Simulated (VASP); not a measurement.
A run of VASP 6.6.1:

The input INCAR:

```
SYSTEM = MnIn11As12
ALGO = Normal
EDIFF = 1E-5
ENCUT = 350
GGA = PS
ISIF = 2
ISMEAR = 0
ISPIN = 2
ISYM = 0
KPAR = 2
LASPH = .TRUE.
LCHARG = .FALSE.
LDAU = .TRUE.
LDAUJ = 0 0 0
LDAUL = 2 -1 -1
LDAUPRINT = 1
LDAUTYPE = 2
LDAUU = 3.5 0 0
LMAXMIX = 4
LORBIT = 11
LREAL = Auto
LWAVE = .FALSE.
MAGMOM = 4 0 0 0 0 0 0 0 0 0 0 0 0 0 0 0 0 0 0 0 0 0 0 0
NELM = 120
NUPDOWN = 4
PREC = Accurate
SIGMA = 0.03
```

File KPOINTS:

```
k-points
0
G
  2 2 2
  0 0 0
```

File POSCAR:

```
MnIn11As12                              
1.0
    0.0000000000      9.0870000000      9.0870000000
    6.0580000000      0.0000000000      6.0580000000
    6.0580000000      6.0580000000      0.0000000000
  Mn              In              As            
     1    11    12
Direct
     0.0008969422211931    0.0007395117716602    0.9994948036153082
     0.0004917169128393    0.9995660033640139    0.5007679333801714
     0.0009819245543049    0.4999677909334548    0.9995181028267052
     0.0002865227767489    0.5006349014086956    0.4987205452357735
     0.3343794526154434    0.9976290731672161    0.9985568774272454
     0.3317581296600011    0.9997319957611788    0.5009912901968777
     0.3320187758579257    0.5039543539129034    0.9981860117601161
     0.3335754422296450    0.4992170422309375    0.5002768191861414
     0.6677322100322364    0.0013802562195787    0.0020926101921206
     0.6683894488512340    0.0000751984085574    0.4984746351604398
     0.6696812527899868    0.4967263939622704    0.9998846924213630
     0.6677674726461017    0.4998052254820116    0.4999540358580226
     0.0820227642372011    0.1197782684665312    0.1206065912953868
     0.0809039474896837    0.1214872867125849    0.6371498871833314
     0.0810453890171844    0.6387663580435146    0.1196900749681616
     0.0845605941765153    0.6243333303058979    0.6239869890815246
     0.4152756036993264    0.1272375282301476    0.1247183809067815
     0.4178453038271950    0.1241407867049639    0.6228019671967989
     0.4188536065266479    0.6219884014125339    0.1249844471517141
     0.4177174963207895    0.6247732255513121    0.6233003108305859
     0.7622792322088970    0.1188750847951739    0.1205159897442681
     0.7504893661472346    0.1253796399927915    0.6258183811525531
     0.7509629007544472    0.6249962613669156    0.1254187094640904
     0.7509685044472133    0.6246140817951348    0.6244979137645356
```

Potentials or basis: VASP PAW PBE potentials, release 64 (Mn_pv, In_d, As).

Command:

```console
$ cat potpaw_PBE.64/Mn_pv/POTCAR potpaw_PBE.64/In_d/POTCAR potpaw_PBE.64/As/POTCAR > POTCAR
$ mpirun -np 4 vasp_std > vasp.out
```

Hardware: 4 MPI ranks on Intel(R) Xeon(R) 6975P-C (Granite Rapids), with other jobs on the host.

How long does it take, and how much memory?

It took 5.6 min on 4 MPI ranks on Intel(R) Xeon(R) 6975P-C (Granite Rapids), with other jobs on the host, peak memory 0.61 GiB a rank. Counts: scf iterations 17, k points 8.
